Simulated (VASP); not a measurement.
An input for Ansatz (written as the equivalent of a VASP run, and not itself run):

Ansatz 0.2 input:
```yaml
crystal:
  lattice:
    - [3.0506518, 0.0000000, 0.0000000]
    - [0.0000000, 3.0506518, 0.0000000]
    - [0.0000000, 0.0000000, 3.0506518]
  atoms:
    - { symbol: Al, position: [0.5000000, 0.5000000, 0.5000000] }
    - { symbol: Ru, position: [0.0000000, 0.0000000, 0.0000000] }
kpoints:
  mp_grid: { grid: [12, 12, 12] }
hamiltonian:
  xc: rpbe
  pseudopotentials: { kind: paw }
scf:
  occupations: { method: methfessel_paxton, width: 0.1 }
  max_iter: 100
output: { forces: true, stress: true, eigenvalues: true }
```

Question: Translate this input to VASP (INCAR, KPOINTS, POSCAR, choice of POTCAR).

Answer: Several could match; the one computed here: 
### KPOINTS
```
Automatic mesh
0
Gamma
  12 12 12
```

INCAR:
```
ALGO = Normal
EDIFF = 1E-7
ENCUT = 520
GGA = RP
ISIF = 2
ISMEAR = 1
LASPH = T
LCHARG = F
LMAXMIX = 4
LREAL = F
LWAVE = F
NELM = 100
PREC = Accurate
SIGMA = 0.1
SYSTEM = RuAl
```

File POSCAR:
```
RuAl
1
    3.0506518073     0.0000000000     0.0000000000
    0.0000000000     3.0506518073     0.0000000000
    0.0000000000     0.0000000000     3.0506518073
Al Ru
1 1
Direct
  0.5000000000   0.5000000000   0.5000000000
  0.0000000000   0.0000000000   0.0000000000
```

POTCAR, in this order: Al Ru_pv (PBE.64 set). Program: vasp_std.

Limits of the translation: each code has its own PAW files, so the cut-off isn't converted (ENCUT is set for VASP's; basis.ecutwfc is left out, and Ansatz then takes the one that its files recommend); Ansatz stops its SCF on the density residual and VASP on the energy change (EDIFF).

The compound is RuAl in the CsCl type structure. This cell is one point of a volume scan, at 1.03 of the reference volume.
